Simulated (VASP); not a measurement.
Level of theory: LDA (Ceperley-Alder, Perdew-Zunger), VASP's LDA PAW potentials (set 64) (plane waves; VASP).

VASP input:

KPOINTS:
```
K-points
0
G
16 16 16
0 0 0
```

**POSCAR**
```
Au
1
   -0.0000000000     1.9262177173     1.9262177173
    1.9262177173    -0.0000000000     1.9262177173
    1.9262177173     1.9262177173    -0.0000000000
Au
1
Direct
  0.0000000000   0.0000000000   0.0000000000
```

### INCAR
```
! general
SYSTEM =Au
PREC   =Accurate
ENCUT  =500   ! plane-wave cut-off (eV)
LREAL  =.FALSE.   ! projection in real space or not
LASPH  =.TRUE.   ! aspherical one-centre terms

! electronic loop
EDIFF  =1E-6   ! SCF stop (eV)
NELM   =100   ! most electronic steps
ALGO   =Normal   ! blocked Davidson
LMAXMIX=6

! smearing
ISMEAR =1   ! Methfessel-Paxton
SIGMA  =0.1   ! width (eV)

! ions
IBRION =2
NSW    =40   ! most ionic steps
ISIF   =3   ! ions, shape and volume
EDIFFG =-0.02
PSTRESS=450   ! kbar

! output
LWAVE  =.FALSE.
LCHARG =.FALSE.
```

POTCAR, in this order: Au (LDA.64 set). Program: vasp_std.

The run wrote:

OSZICAR:
```
       N       E                     dE             d eps       ncg     rms          rms(c)
DAV:   1     0.423227140461E+02    0.42323E+02   -0.59902E+03  2842   0.108E+03
DAV:   2    -0.409328964562E+01   -0.46416E+02   -0.44011E+02  2756   0.207E+02
DAV:   3    -0.447128578725E+01   -0.37800E+00   -0.37756E+00  3066   0.191E+01
DAV:   4    -0.447215009649E+01   -0.86431E-03   -0.86430E-03  3046   0.953E-01
DAV:   5    -0.447215446975E+01   -0.43733E-05   -0.43735E-05  2890   0.629E-02    0.168E+01
DAV:   6    -0.420698845473E+01    0.26517E+00   -0.66267E-01  2655   0.831E+00    0.988E+00
DAV:   7    -0.416876863524E+01    0.38220E-01   -0.13257E-01  2753   0.359E+00    0.300E+00
DAV:   8    -0.416461846719E+01    0.41502E-02   -0.73787E-03  2741   0.101E+00    0.243E-01
DAV:   9    -0.416462570017E+01   -0.72330E-05   -0.20181E-05  2980   0.513E-02    0.163E-02
DAV:  10    -0.416462680195E+01   -0.11018E-05   -0.13289E-06  2632   0.982E-03    0.414E-03
DAV:  11    -0.416462680067E+01    0.12820E-08   -0.18889E-08  1354   0.151E-03
   1 F= -.14997350E+00 E0= -.14993180E+00  d E =-.149973E+00
```

OUTCAR:
```
------------------------ aborting loop because EDIFF is reached ----------------------------------------
  FORCE on cell =-STRESS in cart. coord.  units (eV):
  Direction    XX          YY          ZZ          XY          YZ          ZX
  --------------------------------------------------------------------------------------
  Total        4.0194982      4.0194982      4.0194982      0.0000000      0.0000000     -0.0000000
  in kB      450.5430598    450.5430598    450.5430598      0.0000000      0.0000000     -0.0000000
  external PRESSURE =       0.5430598 kB  Pullay stress =     450.0000000 kB
  volume of cell :       14.29
      direct lattice vectors                 reciprocal lattice vectors
     0.000000000  1.926217717  1.926217717    -0.259576057  0.259576057  0.259576057
     1.926217717  0.000000000  1.926217717     0.259576057 -0.259576057  0.259576057
     1.926217717  1.926217717  0.000000000     0.259576057  0.259576057 -0.259576057
 POSITION                                       TOTAL-FORCE (eV/Angst)
 -----------------------------------------------------------------------------------
      0.00000      0.00000      0.00000         0.000000      0.000000      0.000000
 -----------------------------------------------------------------------------------
    total drift:                                0.000000      0.000000      0.000000
  FREE ENERGIE OF THE ION-ELECTRON SYSTEM (eV)
  ---------------------------------------------------
  free  energy   TOTEN  =        -4.1646268007 eV

  energy  without entropy=       -4.1645017228  energy(sigma->0) =       -4.16458511
  enthalpy is  TOTEN    =        -0.1499734969 eV   P V=        4.0146533037

 reached required accuracy - stopping structural energy minimisation
```
(Selected blocks of OUTCAR.)

**OUTCAR**
```
 val. band max:       12.6831162049   @ k =   0.5000   0.1875   0.0625

 cond. band min:      12.7575569884   @ k =   0.5000   0.3125   0.1250


 Fermi energy:        12.6904971357

 k-point     1 :       0.0000    0.0000    0.0000
  band No.  band energies     occupation
      1       0.6381      2.00000
      2       6.7807      2.00000
      3       6.7807      2.00000
      4       6.7807      2.00000
      5       8.8687      2.00000
      6       8.8687      2.00000
      7      26.6219      0.00000
      8      31.6125      0.00000
      9      31.6125      0.00000

 k-point     2 :       0.0625    0.0000    0.0000
  band No.  band energies     occupation
      1       0.7993      2.00000
      2       6.7159      2.00000
      3       6.8427      2.00000
      4       6.8427      2.00000
      5       8.8360      2.00000
      6       8.8360      2.00000
      7      26.8607      0.00000
      8      30.7560      0.00000
      9      31.8516      0.00000

 k-point     3 :       0.1250    0.0000    0.0000
  band No.  band energies     occupation
      1       1.2632      2.00000
      2       6.5595      2.00000
      3       6.9977      2.00000
      4       6.9977      2.00000
      5       8.7759      2.00000
      6       8.7759      2.00000
      7      27.4810      0.00000
      8      29.0275      0.00000
      9      32.5397      0.00000

 k-point     4 :       0.1875    0.0000    0.0000
  band No.  band energies     occupation
      1       1.9564      2.00000
      2       6.4290      2.00000
      3       7.1420      2.00000
      4       7.1420      2.00000
      5       8.8061      2.00000
      6       8.8061      2.00000
      7      27.0047      0.00000
      8      28.1951      0.00000
      9      33.5710      0.00000

 k-point     5 :       0.2500    0.0000    0.0000
  band No.  band energies     occupation
      1       2.7014      2.00000
      2       6.5439      2.00000
      3       7.1488      2.00000
...
```

Unless said otherwise, spin-orbit coupling is left out, though it shifts the bands of the heavy elements here.

The compound is Au in the fcc structure. It was relaxed first under an external pressure of 45 GPa.
